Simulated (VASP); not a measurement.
Method: PBE GGA with D3 dispersion (zero damping), VASP's PBE PAW potentials (set 64) (plane waves; VASP).

A VASP calculation is set up with these files.

INCAR:
```
! general
SYSTEM  = Pb
PREC    = Accurate
ENCUT   = 520   ! plane-wave cut-off (eV)
LREAL   = .FALSE.   ! projection in real space or not
LASPH   = .TRUE.

! electronic loop
EDIFF   = 1E-7   ! SCF stop (eV)
NELM    = 100
ALGO    = Normal
LMAXMIX = 4

! smearing
ISMEAR  = 1
SIGMA   = 0.1

! functional
GGA     = PE   ! PBE
IVDW    = 11   ! D3, zero damping

! ions
ISIF    = 2

! output
LWAVE   = .FALSE.
LCHARG  = .FALSE.
```

POSCAR:
```
Pb
1
    0.0000000000     2.4604956624     2.4604956624
    2.4604956624     0.0000000000     2.4604956624
    2.4604956624     2.4604956624     0.0000000000
Pb
1
Direct
  0.0000000000   0.0000000000   0.0000000000
```

### KPOINTS
```
Automatic
0
gamma
 13 13 13
0 0 0
```

POTCAR, in this order: Pb_d (PBE.64 set). Program: vasp_std.

Output of the run:

File OSZICAR:
```
       N       E                     dE             d eps       ncg     rms          rms(c)
DAV:   1     0.102192242248E+03    0.10219E+03   -0.74127E+03  1860   0.150E+03
DAV:   2     0.890765011678E+00   -0.10130E+03   -0.99472E+02  1899   0.324E+02
DAV:   3    -0.344801550966E+01   -0.43388E+01   -0.43213E+01  2228   0.785E+01
DAV:   4    -0.354837939907E+01   -0.10036E+00   -0.10034E+00  2295   0.131E+01
DAV:   5    -0.355218560957E+01   -0.38062E-02   -0.38061E-02  2295   0.224E+00    0.546E-01
DAV:   6    -0.354251334574E+01    0.96723E-02   -0.15164E-02  2254   0.240E+00    0.271E-01
DAV:   7    -0.354012391560E+01    0.23894E-02   -0.66687E-03  2193   0.150E+00    0.889E-02
DAV:   8    -0.354004749794E+01    0.76418E-04   -0.39314E-04  2232   0.379E-01    0.101E-02
DAV:   9    -0.354004361173E+01    0.38862E-05   -0.10400E-05  2515   0.609E-02    0.512E-03
DAV:  10    -0.354004211769E+01    0.14940E-05   -0.94118E-07  2036   0.116E-02    0.337E-04
DAV:  11    -0.354004214702E+01   -0.29326E-07   -0.33548E-08  1164   0.330E-03
   1 F= -.37901186E+01 E0= -.37902020E+01  d E =0.250022E-03
```

### OUTCAR
```
------------------------ aborting loop because EDIFF is reached ----------------------------------------
 Edisp (eV)   -0.25008
  FORCE on cell =-STRESS in cart. coord.  units (eV):
  Direction    XX          YY          ZZ          XY          YZ          ZX
  --------------------------------------------------------------------------------------
  Total       0.29561     0.29561     0.29561     0.00000     0.00000     0.00000
  in kB      15.89739    15.89739    15.89739     0.00000     0.00000     0.00000
  external pressure =       15.90 kB  Pullay stress =        0.00 kB
  volume of cell :       29.79
      direct lattice vectors                 reciprocal lattice vectors
     0.000000000  2.460495662  2.460495662    -0.203211088  0.203211088  0.203211088
     2.460495662  0.000000000  2.460495662     0.203211088 -0.203211088  0.203211088
     2.460495662  2.460495662  0.000000000     0.203211088  0.203211088 -0.203211088
 POSITION                                       TOTAL-FORCE (eV/Angst)
 -----------------------------------------------------------------------------------
      0.00000      0.00000      0.00000         0.000000      0.000000      0.000000
 -----------------------------------------------------------------------------------
    total drift:                               -0.000000     -0.000000      0.000000
  FREE ENERGIE OF THE ION-ELECTRON SYSTEM (eV)
  ---------------------------------------------------
  free  energy   TOTEN  =        -3.7901186281 eV

  energy  without entropy=       -3.7903686500  energy(sigma->0) =       -3.79020197
```
(Selected blocks of OUTCAR.)

The compound is Pb in the fcc structure. This cell is one point of a volume scan, at 0.97 of the reference volume.
